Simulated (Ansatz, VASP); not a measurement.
# Cross-check of Cu (Cu(100)) between VASP and Ansatz

Aim: how closely do two programs agree when they are given the same cell, functional and k mesh? The cell is taken from a series of runs on this material, whose earlier steps may have relaxed, scaled, displaced or heated it; both programs get it as it stands.

Method: plane waves, with VASP 6.6.1 beside it; single point at PBE, in Ansatz 0.2.0.

## 1. Set-up

The cell holds 7 atoms: 7 Cu. Its edges and angles: a = 2.553 Å, b = 2.553 Å, c = 28.830 Å, α = 90.0°, β = 90.0°, γ = 90.0°. Vacuum lies along c.

Coordinates:

```cif
data_structure
_symmetry_space_group_name_H-M 'P 1'
_symmetry_Int_Tables_number 1
_cell_length_a 2.5527
_cell_length_b 2.5527
_cell_length_c 28.8300
_cell_angle_alpha 90.000
_cell_angle_beta 90.000
_cell_angle_gamma 90.000
_cell_volume 187.86
loop_
_atom_site_label
_atom_site_type_symbol
_atom_site_fract_x
_atom_site_fract_y
_atom_site_fract_z
_atom_site_occupancy
Cu1 Cu 0.00000 0.00000 0.31217 1
Cu2 Cu 0.50000 0.50000 0.37478 1
Cu3 Cu 0.00000 0.00000 0.43739 1
Cu4 Cu 0.50000 0.50000 0.50000 1
Cu5 Cu 0.00000 0.00000 0.56261 1
Cu6 Cu 0.50000 0.50000 0.62522 1
Cu7 Cu 0.00000 0.00000 0.68783 1
```

## 2. VASP: single point, PBE

With cell and atoms fixed, the geometry can't cause a difference; cores, projectors, grids and the points listed under the comparison can.

Lines of VASP's logs that name or quote its potential files are left out, and so is its time.

File INCAR:

```
SYSTEM = Cu
PREC = Accurate
ENCUT = 520
EDIFF = 1E-06
NELM = 120
ISMEAR = -1
SIGMA = 0.1
LREAL = .FALSE.
ALGO = Normal
GGA = PE
NBANDS = 47
LASPH = .TRUE.
LORBIT = 11
LWAVE = .FALSE.
LCHARG = .FALSE.
ISIF = 2
LDIPOL = .TRUE.
IDIPOL = 3
DIPOL = 0.5 0.5 0.5
LVHAR = .TRUE.
GGA_COMPAT = .FALSE.
NELMDL = -8
KPAR = 2
```

File POSCAR:

```
Cu
1.0
    2.5526554801      0.0000000000      0.0000000000
    0.0000000000      2.5526554801      0.0000000000
    0.0000000000      0.0000000000     28.8300000000
Cu
7
Direct
    0.0000000000      0.0000000000      0.3121748179
    0.5000000000      0.5000000000      0.3747832119
    0.0000000000      0.0000000000      0.4373916060
    0.5000000000      0.5000000000      0.5000000000
    0.0000000000      0.0000000000      0.5626083940
    0.5000000000      0.5000000000      0.6252167881
    0.0000000000      0.0000000000      0.6878251821
```

File KPOINTS:

```
Automatic mesh
0
Gamma
20 20 1
0 0 0
```

Potentials, in the order of the species: Cu (PBE family, release 64).

The run is started by

```
> mpirun -np 2 vasp_std
```

Numbers of over 12 decimals in the logs are rounded to 6 here.

What it wrote:

```text
[banner, memory and clock lines left out]
running    2 mpi-ranks, on    1 nodes
 distrk:  each k-point on    1 cores,    2 groups
 distr:  one band on    1 cores,    1 groups

 POSCAR found type information on POSCAR Cu
 POSCAR found :  1 types and       7 ions
 LDA part: xc-table for (Slater+PW92), standard interpolation
 POSCAR, INCAR and KPOINTS ok, starting setup
 FFT: planning ... GRIDC
 FFT: planning ... GRID_SOFT
 FFT: planning ... GRID
 WAVECAR not read
 entering main loop
       N       E                     dE             d eps       ncg     rms          rms(c)
DAV:   1     0.691886511528E+03    0.69189E+03   -0.33961E+04  6220   0.222E+03
DAV:   2     0.502567287088E+02   -0.64163E+03   -0.62252E+03  6204   0.439E+02
DAV:   3    -0.279224641604E+02   -0.78179E+02   -0.73278E+02  6624   0.205E+02
DAV:   4    -0.306912208758E+02   -0.27688E+01   -0.27521E+01  6870   0.519E+01
DAV:   5    -0.307602082151E+02   -0.68987E-01   -0.68956E-01  7309   0.647E+00
DAV:   6    -0.307633622170E+02   -0.31540E-02   -0.31535E-02  7858   0.117E+00
DAV:   7    -0.307635326856E+02   -0.17047E-03   -0.17046E-03  8459   0.237E-01
DAV:   8    -0.307635383289E+02   -0.56433E-05   -0.56431E-05  7016   0.354E-02    0.195E+01
DAV:   9    -0.274777109749E+02    0.32858E+01   -0.66364E+01  6795   0.127E+02    0.102E+01
DAV:  10    -0.249508474531E+02    0.25269E+01   -0.11727E+01  7286   0.719E+01    0.273E+00
DAV:  11    -0.249799292491E+02   -0.29082E-01   -0.24615E+00  7453   0.439E+01    0.112E+00
DAV:  12    -0.249865624439E+02   -0.66332E-02   -0.53740E-01  7478   0.114E+01    0.160E+00
DAV:  13    -0.249693385306E+02    0.17224E-01   -0.10904E-01  6854   0.105E+01    0.114E+00
DAV:  14    -0.249464567927E+02    0.22882E-01   -0.10346E-01  7616   0.804E+00    0.147E-01
[...]
DAV:  23    -0.249473545952E+02   -0.72705E-04   -0.12196E-05  6459   0.332E-02    0.467E-03
DAV:  24    -0.249473603868E+02   -0.57915E-05   -0.18151E-06  3992   0.217E-02    0.173E-03
DAV:  25    -0.249473670864E+02   -0.66997E-05   -0.19743E-06  4259   0.176E-02    0.232E-03
DAV:  26    -0.249473681997E+02   -0.11133E-05   -0.25349E-07  4012   0.867E-03    0.178E-03
DAV:  27    -0.249473707151E+02   -0.25154E-05   -0.73975E-07  3795   0.142E-02    0.125E-03
DAV:  28    -0.249473720020E+02   -0.12869E-05   -0.98684E-08  3816   0.501E-03    0.126E-03
DAV:  29    -0.249473730868E+02   -0.10848E-05   -0.18358E-07  3739   0.704E-03    0.216E-04
DAV:  30    -0.249473734495E+02   -0.36269E-06   -0.23033E-08  3718   0.211E-03
   1 F= -.24947373E+02 E0= -.24910633E+02  d E =-.734807E-01
```

From OUTCAR (step 2):

```text
ion  position               nearest neighbor table
   1  0.000  0.000  0.312-   2 2.55   2 2.55   2 2.55   2 2.55
   2  0.500  0.500  0.375-   1 2.55   1 2.55   1 2.55   1 2.55   3 2.55   3 2.55   3 2.55   3 2.55

  LATTYP: Found a simple tetragonal cell.
 ALAT       =     2.5526554801
 C/A-ratio  =    11.2941210534

 Subroutine GETGRP returns: Found 16 space group operations
 (whereof 16 operations were pure point group operations)

The static configuration has the point symmetry D_4h.

 Found     66 irreducible k-points:

   k-points           NKPTS =     66   k-points in BZ     NKDIM =     66   number of bands    NBANDS=     47

   dimension x,y,z NGX =    20 NGY =   20 NGZ =  216
   dimension x,y,z NGXF=    40 NGYF=   40 NGZF=  432

   ENCUT  =  520.0 eV  38.22 Ry    6.18 a.u.   4.75  4.75 53.60*2*pi/ulx,y,z

   NELECT =      77.0000    total number of electrons

 k-points in reciprocal lattice and weights: Automatic mesh
   0.00000000  0.00000000  0.00000000       0.003
   0.05000000  0.00000000  0.00000000       0.010
   0.10000000  0.00000000  0.00000000       0.010
   0.15000000  0.00000000  0.00000000       0.010
   0.20000000  0.00000000  0.00000000       0.010
   0.25000000  0.00000000  0.00000000       0.010
   0.30000000  0.00000000  0.00000000       0.010
   0.35000000  0.00000000  0.00000000       0.010
   0.40000000  0.00000000  0.00000000       0.010
[...]
0.50000000  0.45000000  0.00000000       0.010
   0.50000000  0.50000000  0.00000000       0.003

 dipolmoment           0.000000      0.000000      0.000000 electrons x Angstroem

 average (electrostatic) potential at core
       1 -70.0374       2 -70.4681       3 -70.4681       4 -70.4777       5 -70.4681
       6 -70.4681       7 -70.0374

 E-fermi :   0.8402

 k-point     1 :       0.0000    0.0000    0.0000
  band No.  band energies     occupation
    ...
     37      -0.6471      2.00000
     38      -0.6471      2.00000
     39      -0.6359      2.00000
     40      -0.6351      2.00000
     41      -0.2652      1.99997
     42       1.1950      0.05597
     43       2.0916      0.00001
     44       5.1331      0.00000
     45       5.3355      0.00000
     46       5.9699      0.00000
    ...

 k-point     2 :       0.0500    0.0000    0.0000
  band No.  band energies     occupation
    ...
     37      -0.7132      2.00000
     38      -0.6766      2.00000
     39      -0.6448      2.00000
     40      -0.6239      2.00000
     41      -0.0996      1.99983
     42       1.3170      0.01685
     43       2.2312      0.00000
     44       5.1903      0.00000
     45       5.3954      0.00000
     46       6.0260      0.00000
    ...

 k-point     3 :       0.1000    0.0000    0.0000
  band No.  band energies     occupation
    ...
     37      -0.7213      2.00000
     38      -0.7173      2.00000
     39      -0.6552      2.00000
     40      -0.6252      2.00000
     41       0.2380      1.99516
     42       1.6390      0.00068
     43       2.6081      0.00000
     44       5.3615      0.00000
     45       5.5751      0.00000
     46       6.1937      0.00000
    ...

  Total       -0.2488492     -0.2488492      0.6318344      0.0000000      0.0000000      0.0000000
  in kB       -2.1223535     -2.1223535      5.3887101      0.0000000      0.0000000      0.0000000
  external PRESSURE =       0.3813344 kB  Pullay stress =       0.0000000 kB

  energy-cutoff  :      520.00
  volume of cell :      187.86
      direct lattice vectors                 reciprocal lattice vectors
     2.552655480  0.000000000  0.000000000     0.391748909  0.000000000  0.000000000
     0.000000000  2.552655480  0.000000000     0.000000000  0.391748909  0.000000000
     0.000000000  0.000000000 28.830000000     0.000000000  0.000000000  0.034686091

 POSITION                                       TOTAL-FORCE (eV/Angst)
 -----------------------------------------------------------------------------------
      0.00000      0.00000      9.00000        -0.000000     -0.000000      0.086726
      1.27633      1.27633     10.80500        -0.000000      0.000000     -0.225065
      0.00000      0.00000     12.61000         0.000000     -0.000000      0.007524
      1.27633      1.27633     14.41500         0.000000     -0.000000     -0.000000
      0.00000      0.00000     16.22000        -0.000000     -0.000000     -0.007524
      1.27633      1.27633     18.02500         0.000000      0.000000      0.225065
      0.00000      0.00000     19.83000         0.000000     -0.000000     -0.086726
 -----------------------------------------------------------------------------------
    total drift:                               -0.000000     -0.000000      0.000000

  FREE ENERGIE OF THE ION-ELECTRON SYSTEM (eV)
  ---------------------------------------------------
  free  energy   TOTEN  =       -24.9473734495 eV

  energy  without entropy=      -24.8738927678  energy(sigma->0) =      -24.91063311

 vacuum level on the upper side and lower side of the slab         5.373         5.373

 total charge
# of ion       s       p       d       tot
------------------------------------------
    1        0.441   0.259   9.208   9.909
    2        0.445   0.379   9.176  10.000
    3        0.447   0.387   9.172  10.007
    4        0.450   0.385   9.172  10.007
    5        0.447   0.387   9.172  10.007
    6        0.445   0.379   9.176  10.000
    7        0.441   0.259   9.208   9.909
--------------------------------------------------
tot          3.118   2.436  64.284  69.838

[... 3 further parts left out ...]
```

## 3. Ansatz: single point, PBE

Ansatz runs on its default PAW (the set named soft_2) files.

The same cell, functional, mesh and smearing now go to Ansatz, which takes its cutoff from its data sets.

File input.yaml:

```yaml
crystal:
  lattice:
    - [2.5526554801, 0.0, 0.0]
    - [0.0, 2.5526554801, 0.0]
    - [0.0, 0.0, 28.83]
  atoms:
    - { symbol: Cu, position: [0.0, 0.0, 0.3121748179] }
    - { symbol: Cu, position: [0.5, 0.5, 0.3747832119] }
    - { symbol: Cu, position: [0.0, 0.0, 0.437391606] }
    - { symbol: Cu, position: [0.5, 0.5, 0.5] }
    - { symbol: Cu, position: [0.0, 0.0, 0.562608394] }
    - { symbol: Cu, position: [0.5, 0.5, 0.6252167881] }
    - { symbol: Cu, position: [0.0, 0.0, 0.6878251821] }
kpoints:
  mp_grid: { grid: [20, 20, 1] }
hamiltonian:
  xc: pbe
scf:
  occupations: { method: fermi_dirac, width: 0.1 }
  convergence: { dr2_threshold: 1.0e-10 }
efield:
  axis: 3
  dipole_correction: true
  ramp_position: 0.97
  ramp_width: 0.06
  amplitude: 0
output:
  forces: true
  write_potential: true
  write_density: true
  volumetric_format: npy
```

The run is started by

```
> ansatz run input.yaml --threads 4 --pin off --max-ram 6144MiB --backend cpu --events-out ev --progress --plain --runs-dir out
```

What it wrote:

```text
Engine: ansatz 0.2.0, aarch64-unknown-linux-gnu
Pseudopotentials: kind: paw
Pseudopotential: Cu, paw, valence charge 19, recommended cutoff 420 eV (normal), Cu.paw.azcp
Functional definition: PBE
  parameter kappa = 0.804
  parameter beta = 0.066725
  exchange = pbe_x(kappa = kappa, mu = beta*pi^2/3)
  correlation = pbe_c(beta = beta)
Crystal: 7 atoms, lattice volume = 187.858 Å³
Basis set: ecut = 420 eV, 3701 PW (Γ), exchange–correlation on 36×36×400 points (8 copies of the dense FFT grid, shifted against one another)
Bands: 80, of which v1, the nominal top of the filled ones, is band 67 counted from 1 (66 counted from 0)
Symmetry: 8 space group operations
k-points: 66 of 400
Non-local potential: Cu, projectors of the file, l = 0: 3, l = 1: 2, l = 2: 3, l = 3: 1
PAW form: soft (Blöchl's): semilocal exchange-correlation on the pseudo side does not see the compensation charge
PAW one-centre angular grid: Cu, 590 points (default); XC on 64 Gauss nodes
Initial density: superposition of atomic densities (neutral atoms: chi_scale 0, normalization atom), corrected by the library's trained network
Initial wavefunctions: pseudopotential atomic-orbital guess
Functional: x = pbe(κ = 0.804, μ = 0.219515), c = pbe(β = 0.066725)
SCF iter   1: F=—  HF=-46375.036646 eV  |F-HF|=—  |Δ(HF+E_count)|=         —  Δρ=2.04e-3  dr2=5.84e-2  ethr=1.77e-3  p=0.000 e·Å  D=1.54e-14 V/Å  ΔV_dip=-0.00 eV  dr2_dipole=8.63e-10  V_vac-E_F(+/−)=4.42/4.42 eV  ⟨swp⟩=7.7  Hψ=22041  notcnv=0  defer=104
efield: sawtooth ramp at fractional position 0.9700 (set: `efield.ramp_position`, or a place that a band, a saddle search or an elastic batch's reference lends), width 0.0600; the density the first Hamiltonian is built on has a dipole p = 0.000 e·Å; the dipole correction subtracts the counter field D = 1.54e-14 V/Å, which shifts the + side's vacuum level by -0.00 eV against the − side's; the planar-averaged density in the ramp window peaks in size at 4.0e-5 e/Å³
preconditioner: auto → LDOS  [metal: Δε(μ)=0.047 eV  Ē_g=8.596 eV  σ=0.100 eV  W_gap=0.12  n_scr=50 (ndim 8)  ℏωp=23.8 eV  f_vac=0.528  D(μ)=2.32/eV (n_scr^D=12)  β→1.0]
SCF iter   2: F=—  HF=-46375.039759 eV  |F-HF|=—  |Δ(HF+E_count)|=   3.11e-3  Δρ=2.33e-3  dr2=7.72e-3  ethr=4.39e-5  p=-0.000 e·Å  D=-4.06e-6 V/Å  ΔV_dip=0.00 eV  dr2_dipole=2.50e-9  V_vac-E_F(+/−)=4.56/4.56 eV  ⟨swp⟩=2.5  Hψ=9254  notcnv=0  defer=222
SCF iter   3: F=—  HF=-46375.039411 eV  |F-HF|=—  |Δ(HF+E_count)|=   3.47e-4  Δρ=1.52e-3  dr2=2.32e-3  ethr=5.81e-6  p=-0.000 e·Å  D=-1.44e-6 V/Å  ΔV_dip=0.00 eV  dr2_dipole=5.53e-9  V_vac-E_F(+/−)=4.54/4.54 eV  ⟨swp⟩=2.0  Hψ=9006  notcnv=0  defer=222
SCF iter   4: F=—  HF=-46375.038936 eV  |F-HF|=—  |Δ(HF+E_count)|=   4.75e-4  Δρ=4.00e-4  dr2=3.40e-4  ethr=1.75e-6  p=-0.000 e·Å  D=-7.31e-7 V/Å  ΔV_dip=0.00 eV  dr2_dipole=1.28e-10  V_vac-E_F(+/−)=4.54/4.54 eV  ⟨swp⟩=2.6  Hψ=8839  notcnv=0  defer=222
SCF iter   5: F=—  HF=-46375.038939 eV  |F-HF|=—  |Δ(HF+E_count)|=   2.40e-6  Δρ=1.31e-4  dr2=3.57e-5  ethr=2.55e-7  p=0.000 e·Å  D=5.74e-8 V/Å  ΔV_dip=-0.00 eV  dr2_dipole=1.72e-10  V_vac-E_F(+/−)=4.55/4.55 eV  ⟨swp⟩=2.2  Hψ=7178  notcnv=0  defer=222
SCF iter   6: F=—  HF=-46375.038949 eV  |F-HF|=—  |Δ(HF+E_count)|=   1.02e-5  Δρ=3.32e-5  dr2=1.90e-6  ethr=2.68e-8  p=-0.000 e·Å  D=-7.76e-8 V/Å  ΔV_dip=0.00 eV  dr2_dipole=7.90e-11  V_vac-E_F(+/−)=4.55/4.55 eV  ⟨swp⟩=2.0  Hψ=7398  notcnv=0  defer=222
SCF iter   7: F=—  HF=-46375.038936 eV  |F-HF|=—  |Δ(HF+E_count)|=   1.25e-5  Δρ=2.39e-5  dr2=6.52e-7  ethr=1.43e-9  p=0.000 e·Å  D=7.94e-8 V/Å  ΔV_dip=-0.00 eV  dr2_dipole=1.68e-11  V_vac-E_F(+/−)=4.55/4.55 eV  ⟨swp⟩=2.8  Hψ=8562  notcnv=0  defer=221
SCF iter   8: F=—  HF=-46375.038937 eV  |F-HF|=—  |Δ(HF+E_count)|=   7.33e-7  Δρ=1.35e-5  dr2=2.94e-7  ethr=4.90e-10  p=-0.000 e·Å  D=-6.67e-9 V/Å  ΔV_dip=0.00 eV  dr2_dipole=3.01e-12  V_vac-E_F(+/−)=4.55/4.55 eV  ⟨swp⟩=2.0  Hψ=7572  notcnv=0  defer=221
SCF iter   9: F=—  HF=-46375.038937 eV  |F-HF|=—  |Δ(HF+E_count)|=   2.46e-7  Δρ=2.89e-6  dr2=2.11e-8  ethr=2.21e-10  p=-0.000 e·Å  D=-5.42e-9 V/Å  ΔV_dip=0.00 eV  dr2_dipole=1.71e-13  V_vac-E_F(+/−)=4.55/4.55 eV  ⟨swp⟩=2.0  Hψ=6977  notcnv=0  defer=220
SCF iter  10: F=—  HF=-46375.038937 eV  |F-HF|=—  |Δ(HF+E_count)|=   2.33e-8  Δρ=1.92e-6  dr2=7.44e-9  ethr=1.59e-11  p=0.000 e·Å  D=1.01e-8 V/Å  ΔV_dip=-0.00 eV  dr2_dipole=6.20e-14  V_vac-E_F(+/−)=4.55/4.55 eV  ⟨swp⟩=2.0  Hψ=7515  notcnv=0  defer=220
SCF iter  11: F=—  HF=-46375.038937 eV  |F-HF|=—  |Δ(HF+E_count)|=   2.04e-8  Δρ=1.14e-6  dr2=1.78e-9  ethr=5.59e-12  p=-0.000 e·Å  D=-6.17e-9 V/Å  ΔV_dip=0.00 eV  dr2_dipole=1.15e-13  V_vac-E_F(+/−)=4.55/4.55 eV  ⟨swp⟩=2.0  Hψ=7407  notcnv=0  defer=220
SCF iter  12: F=—  HF=-46375.038937 eV  |F-HF|=—  |Δ(HF+E_count)|=   1.94e-8  Δρ=3.58e-7  dr2=1.78e-10  ethr=1.34e-12  p=-0.000 e·Å  D=-4.39e-10 V/Å  ΔV_dip=0.00 eV  dr2_dipole=5.53e-15  V_vac-E_F(+/−)=4.55/4.55 eV  ⟨swp⟩=2.3  Hψ=7330  notcnv=0  defer=220
SCF iter  13: F=-46375.038937 eV  HF=-46375.038937 eV  |F-HF|=4.73e-10  |Δ(HF+E_count)|=   3.27e-9  Δρ=1.77e-7  dr2=4.50e-11  ethr=1.00e-12  p=-0.000 e·Å  D=-1.79e-9 V/Å  ΔV_dip=0.00 eV  dr2_dipole=2.16e-17  V_vac-E_F(+/−)=4.55/4.55 eV  ⟨swp⟩=15.6  Hψ=34338  notcnv=0
SCF 1 converged in 13 iterations: F = -46375.038937 eV  dr2 = 4.50e-11
  greatest PAW one-centre occupation: 1.000 electrons in one spin orbital (limit 2), on the Cu atom at site 0 (counted from 0), in its partial waves of l = 0
WARN: The output density's exchange-correlation potential varies sharply where the density is thin. Do not read a vacuum level from v_tot or v_xc, or from such a field of the output density. On a cell that repeats whose density bears no net charge and no dipole along the vacuum's axis use v_es (v_loc + v_h of the components); under efield.dipole_correction with no amplitude use v_es + v_field, which holds any externa [...]
SCF converged after 13 iterations
Free energy (F): -46375.038937 eV
Harris-Foulkes:  -46375.038937 eV  (|F-HF|=4.73e-10)
Internal energy: -46374.964306 eV  (E = F + TS)
E sigma→0 (E₀):  -46375.001622 eV
Entropy (-TS):   -0.074631 eV (-10.662 meV/atom)
Fermi energy:    4.869567 eV
Dipole field:    D = 0.000000 V/Å  (p = 0.000000 e·Å, saw-weighted, corrected)
Work function:   Φ+ = 4.5538 eV   Φ− = 4.5538 eV
Levels:          The Fermi level and band energies are counted from a zero that moves with the ramp; work functions are not
--- Per-component energies (eV) ---
  E_band       = -4082.327895
  E_kinetic    = 2098.354975
  E_local      = -405226.963148  (includes V_loc(G=0)·N_el)
  E_nonlocal   = 2736.162045
  E_hartree    = 200145.389200
  E_xc         = -623.972354
  E_vxc        = -804.942820  (∫ρ·V_xc dr)
  E_paw        = -11647.057198  (= ΣΔE_a)
  E_vpaw       = -3175.720803  (= ΣTr[D̂ρ^β])
  E_aug_tail   = 0.001937  (compensation charges beyond the density's cutoff)
  E_efield     = 0.000000  (sawtooth field / dipole correction)
  E_vefield    = 0.000000  (∫n·V_field dr)
  E_ewald      = 166143.120236
  E_smearing   = -0.074631  (= −TS)
  E_closure    = 0.000000  (closes the sum)
  Σ components = -46375.038937   (vs F -46375.038937, Δ=0.00e0)
--- Forces (eV/Å), atoms counted from 1 ---
  atom   1  Cu     0.00000000     0.00000000     0.11157921
  atom   2  Cu    -0.00000000    -0.00000000    -0.22785428
  atom   3  Cu     0.00000000     0.00000000     0.00721219
  atom   4  Cu    -0.00000000     0.00000000    -0.00000000
  atom   5  Cu    -0.00000000     0.00000000    -0.00721220
  atom   6  Cu     0.00000000     0.00000000     0.22785427
  atom   7  Cu    -0.00000000     0.00000000    -0.11157914
  max |Σ_I F_I| component: 4.76e-8 eV/Å
--- Band table (eV; the first three rows and the last of 66) ---
  k-point 0: bands = [... 63 lower, 3.3424, 3.4222, 3.4222, 3.4304, 3.4313, 3.7473, 5.2048, 6.0865, ... 9 higher]
  k-point 1: bands = [... 63 lower, 3.3334, 3.3541, 3.3907, 3.4215, 3.4441, 3.9213, 5.3293, 6.2292, ... 9 higher]
  k-point 2: bands = [... 63 lower, 3.2841, 3.3450, 3.3494, 3.4118, 3.4432, 4.2645, 5.6558, 6.6119, ... 9 higher]
  k-point 65: bands = [... 63 lower, 6.7547, 6.7547, 7.8545, 7.8545, 9.2999, 9.2999, 10.9705, 10.9705, ... 9 higher]
```

## 4. Differences

Known differences besides the potentials themselves: the data sets hold 133 valence electrons in Ansatz (on its default PAW (the set named soft_2) files) and 77 in VASP; the cutoff is 420 eV in Ansatz and 520 eV in VASP. Total energies have different zeros and are not compared.

Compared:

```csv
quantity,Ansatz,VASP,difference
"work function, lower of the two faces (eV)",4.55,4.53,+0.02
"work function, higher of the two faces (eV)",4.55,4.53,+0.02
```

Forces (eV/Å; atoms numbered as in POSCAR):

```csv
atom,"Ansatz x, y, z","VASP x, y, z"
Cu1,"0.000, 0.000, 0.112","0.000, 0.000, 0.087"
Cu2,"0.000, 0.000, -0.228","0.000, 0.000, -0.225"
Cu3,"0.000, 0.000, 0.007","0.000, 0.000, 0.008"
Cu4,"0.000, 0.000, 0.000","0.000, 0.000, 0.000"
Cu5,"0.000, 0.000, -0.007","0.000, 0.000, -0.008"
Cu6,"0.000, 0.000, 0.228","0.000, 0.000, 0.225"
Cu7,"0.000, 0.000, -0.112","0.000, 0.000, -0.087"
```

The forces differ by 7.7 meV/Å r.m.s., which is 10.4 % of the r.m.s. force of 0.074 eV/Å (both taken over all components). With vacuum in the cell, a pressure given here is an average over mostly empty space and none of the material.

## 5. What came out

```json
{
 "r.m.s. force difference (single point, PBE)": "7.7 meV/Å"
}
```

**Reading.** The r.m.s. force difference is 7.7 meV/Å (single point, PBE), within the 12 meV/Å picked in this series as the mark of a large difference. The data sets hold unlike numbers of valence electrons (133 in Ansatz and 77 in VASP), so part of the differences comes from the potentials. Such differences can come from data sets, numerical settings and the points named under the comparisons, not from the functional's error against experiment.

[Lines on the potential files, build, host, timing and source positions are cut from VASP's logs without a mark.]

[Logs are printed without paths, hosts, clocks, repeated set-up lines and the standing remarks that a program may print on its own settings, such as how far it seeks lower states.]

[Hosts, paths, dates, database ids (printed as entryN), source tags and the programs' standing remarks are cut or masked in the printed files.]
